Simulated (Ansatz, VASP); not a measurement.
BeSi3: VASP beside Ansatz

```xyz
4
Lattice="3.7124 0.0000 0.0000 0.0000 3.7124 0.0000 0.0000 0.0000 3.7124" Properties=species:S:1:pos:R:3 pbc="T T T"
Be    0.0000    0.0000    0.0000
Si    0.0000    1.8562    1.8562
Si    1.8562    0.0000    1.8562
Si    1.8562    1.8562    0.0000
```

Alike in both runs: functional PBE; k mesh 12 × 12 × 12; occupations gaussian, width 0.1 eV; no spin polarisation.

Ansatz relaxed the structure, and its values are those at the end. VASP's run is a single point on that final structure, the one shown.

```csv
,VASP,Ansatz
version,VASP 6.6.1,Ansatz 0.2.0
potentials or method,"VASP PAW PBE potentials, release 64 (Be, Si)","scalar-relativistic, plane waves, PAW"
plane-wave cutoff (eV),520,420
valence electrons in the cell,14,14
```

```csv
,VASP,Ansatz,Ansatz less VASP
gap on the k mesh at the Fermi level (eV),none,none,-
pressure (GPa),0.0,0.0,+0.05
```

A gap of «none» marks a metal or a gap that the smearing closes. The functional is the same, so the differences come from potentials, cutoffs and numerics.
